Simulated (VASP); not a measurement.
Here is the system:

```
CELL_PARAMETERS angstrom
      0.00000     3.25407     3.25407
      3.25407     0.00000     3.25407
      3.25407     3.25407     0.00000
ATOMIC_POSITIONS crystal
  Mg 0.00000 0.00000 0.00000
  Te 0.75000 0.75000 0.75000
```

Calculation: modified Becke-Johnson potential (mBJ) with spin-orbit coupling, VASP's PBE PAW potentials (set 64) (plane waves; VASP). Settings: 400 eV cut-off, 6×6×6 Γ-centred mesh, Gaussian smearing of 0.050 eV, potentials Mg Te.

mBJ is a potential without an energy functional, so only the levels count.

Give the energies of bands 3 to 15 at the high-symmetry points, in eV from the valence-band maximum.

| band | Γ | X | U | L | W |
|---|---|---|---|---|---|
| 3 | -0.78 | -2.98 | -2.87 | -3.11 | -2.81 |
| 4 | -0.78 | -2.98 | -2.64 | -3.11 | -2.47 |
| 5 | 0.00 | -1.47 | -2.10 | -0.85 | -2.18 |
| 6 | 0.00 | -1.47 | -1.79 | -0.85 | -1.70 |
| 7 | 0.00 | -1.09 | -1.06 | -0.39 | -1.44 |
| 8 | 0.00 | -1.09 | -1.03 | -0.39 | -1.38 |
| 9 | 3.12 | 3.43 | 3.95 | 3.73 | 4.97 |
| 10 | 3.12 | 3.43 | 3.96 | 3.73 | 4.98 |
| 11 | 5.71 | 3.92 | 5.45 | 5.79 | 5.77 |
| 12 | 5.71 | 3.92 | 5.56 | 5.79 | 5.95 |
| 13 | 5.71 | 9.87 | 7.97 | 5.82 | 6.60 |
| 14 | 5.71 | 9.87 | 8.03 | 5.82 | 6.61 |
| 15 | 5.73 | 10.28 | 8.24 | 8.05 | 6.64 |

The gap is direct, 3.13 eV, from the valence maximum at Γ to the conduction minimum at Γ.

The structure comes from a computed database's MgTe entry (F-43m); how it stands against other phases isn't given here. It was relaxed first. The cell's shape comes from a PBE relaxation.
